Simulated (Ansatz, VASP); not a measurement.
**One calculation of ScSnSe3, two programs**

```
CELL_PARAMETERS angstrom
5.16052 0.00000 0.00000
0.00000 5.16052 0.00000
0.00000 0.00000 5.16052
ATOMIC_POSITIONS crystal
Sc 0.50000 0.50000 0.50000
Sn 0.00000 0.00000 0.00000
Se 0.00000 0.50000 0.50000
Se 0.50000 0.00000 0.50000
Se 0.50000 0.50000 0.00000
```

Alike in both runs: functional PBE; k mesh 8 × 8 × 8; occupations gaussian, width 0.1 eV; no spin polarisation.

Ansatz relaxed the structure, and its values are those at the end. VASP's run is a single point on that final structure, the one shown.

|  | VASP | Ansatz |
| --- | --- | --- |
| version | VASP 6.6.1 | Ansatz 0.2.0 |
| potentials or method | VASP PAW PBE potentials, release 64 (Sc_sv, Sn_d, Se) | scalar-relativistic, plane waves, PAW |
| plane-wave cutoff (eV) | 520 | 420 |
| valence electrons in the cell | 43 | 73 |

Ansatz gave:

- gap on the k mesh at the Fermi level (eV): none
- pressure (GPa): 0.0

Question: Which values does VASP return?

Answer: gap on the k mesh at the Fermi level (eV): none; pressure (GPa): 0.1.

A gap of «none» marks a metal or a gap that the smearing closes. The two sets of potentials don't hold the same shells in valence.
